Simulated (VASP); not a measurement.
Method: PBEsol GGA, VASP's PBE PAW potentials (set 64) (plane waves; VASP 6.6.1).

A VASP calculation is set up with these files.

### INCAR
```
LCHARG = .FALSE.
LREAL = .FALSE.   # projection in real space or not
IBRION = 2
EDIFFG = -0.02   # ionic stop
LMAXMIX = 6   # l cut-off of mixed one-centre charges
LWAVE = .FALSE.
NSW = 40   # most ionic steps
SIGMA = 0.1
ALGO = Normal   # blocked Davidson
ISMEAR = 1   # Methfessel-Paxton
NELM = 100
LASPH = .TRUE.   # aspherical one-centre terms
PSTRESS = 300   # kbar
GGA = PS
ISIF = 3   # ions, shape and volume
EDIFF = 1E-6   # SCF stop (eV)
ENCUT = 500
PREC = Accurate
SYSTEM = CuAu
```

**POSCAR**
```
CuAu
1.0
  2.6965311919   0.0000000000   0.0000000000
  0.0000000000   2.6965311919   0.0000000000
  0.0000000000   0.0000000000   3.4478099781
Cu Au
1 1
direct
  1.0000000000   0.0000000000   0.0000000000
  0.5000000000   0.5000000000   0.5000000000
```

KPOINTS:
```
Automatic mesh
0
Gamma
13 13 11
0 0 0
```

POTCAR, in this order: Cu Au (PBE.64 set). Program: vasp_std.

The resulting files:

File OSZICAR:
```
       N       E                     dE             d eps       ncg     rms          rms(c)
DAV:   1     0.124590881105E+03    0.12459E+03   -0.11332E+04  5413   0.212E+03
DAV:   2    -0.521781382380E+01   -0.12981E+03   -0.12443E+03  5138   0.335E+02
DAV:   3    -0.925875325374E+01   -0.40409E+01   -0.40091E+01  6328   0.698E+01
DAV:   4    -0.929945896570E+01   -0.40706E-01   -0.40700E-01  5715   0.582E+00
DAV:   5    -0.930069242739E+01   -0.12335E-02   -0.12335E-02  7637   0.111E+00    0.166E+01
DAV:   6    -0.849168240866E+01    0.80901E+00   -0.81264E+00  5108   0.884E+01    0.659E+00
DAV:   7    -0.822110675865E+01    0.27058E+00   -0.37960E+00  6237   0.952E+01    0.811E+00
DAV:   8    -0.808943629009E+01    0.13167E+00   -0.49317E-01  6006   0.216E+01    0.321E+00
DAV:   9    -0.808045226481E+01    0.89840E-02   -0.25584E-02  7875   0.328E+00    0.165E-01
DAV:  10    -0.808026511416E+01    0.18715E-03   -0.21562E-03  7233   0.126E+00    0.632E-02
DAV:  11    -0.808026141926E+01    0.36949E-05   -0.12460E-04  7812   0.307E-01    0.528E-02
DAV:  12    -0.808025615146E+01    0.52678E-05   -0.58367E-06  6154   0.436E-02    0.214E-03
DAV:  13    -0.808025613371E+01    0.17757E-07   -0.14461E-07  3171   0.138E-02
   1 F= -.33860204E+01 E0= -.33858130E+01  d E =-.338602E+01
       N       E                     dE             d eps       ncg     rms          rms(c)
DAV:   1    -0.807632504960E+01    0.39311E-02   -0.10960E-02  5887   0.155E+00    0.144E-01
DAV:   2    -0.807603426653E+01    0.29078E-03   -0.15962E-03  5814   0.124E+00    0.652E-02
DAV:   3    -0.807596694551E+01    0.67321E-04   -0.73951E-04  6181   0.104E+00    0.676E-02
DAV:   4    -0.807593275917E+01    0.34186E-04   -0.77479E-05  6422   0.327E-01    0.271E-02
DAV:   5    -0.807592688905E+01    0.58701E-05   -0.13626E-05  7847   0.931E-02    0.311E-03
DAV:   6    -0.807592683021E+01    0.58832E-07   -0.61123E-07  2926   0.238E-02
   2 F= -.33860501E+01 E0= -.33858646E+01  d E =-.296254E-04
```

**OUTCAR**
```
------------------------ aborting loop because EDIFF is reached ----------------------------------------
  FORCE on cell =-STRESS in cart. coord.  units (eV):
  Direction    XX          YY          ZZ          XY          YZ          ZX
  --------------------------------------------------------------------------------------
  Total        4.7280467      4.7280467      4.6874539      0.0000000     -0.0000000      0.0000000
  in kB      302.4416391    302.4416391    299.8450132      0.0000000     -0.0000000      0.0000000
  external PRESSURE =       1.5760971 kB  Pullay stress =     300.0000000 kB
  volume of cell :       25.05
      direct lattice vectors                 reciprocal lattice vectors
     2.696846506  0.000000000  0.000000000     0.370803454  0.000000000  0.000000000
     0.000000000  2.696846506  0.000000000     0.000000000  0.370803454  0.000000000
     0.000000000 -0.000000000  3.443803006     0.000000000  0.000000000  0.290376656
 POSITION                                       TOTAL-FORCE (eV/Angst)
 -----------------------------------------------------------------------------------
      0.00000      0.00000      0.00000         0.000000      0.000000      0.000000
      1.34842      1.34842      1.72190         0.000000     -0.000000      0.000000
 -----------------------------------------------------------------------------------
    total drift:                               -0.000000      0.000000      0.000000
  FREE ENERGIE OF THE ION-ELECTRON SYSTEM (eV)
  ---------------------------------------------------
  free  energy   TOTEN  =        -8.0759268302 eV

  energy  without entropy=       -8.0753703276  energy(sigma->0) =       -8.07574133
  enthalpy is  TOTEN    =        -3.3860500678 eV   P V=        4.6898767624

 reached required accuracy - stopping structural energy minimisation
```
(Selected blocks of OUTCAR.)

File CONTCAR:
```
CuAu
   1.00000000000000
     2.6968465061465086    0.0000000000000000    0.0000000000000000
     0.0000000000000000    2.6968465061465086    0.0000000000000000
     0.0000000000000000   -0.0000000000000000    3.4438030059400919
  Cu              Au
     1     1
Direct
     0.0000000000000000    0.0000000000000000    0.0000000000000000
     0.5000000000000000    0.5000000000000000    0.5000000000000000
```

The compound is CuAu in the L1_0 structure. This run relaxes it under an external pressure of 30 GPa. Symmetry was kept, so distortions that lower it aren't found.
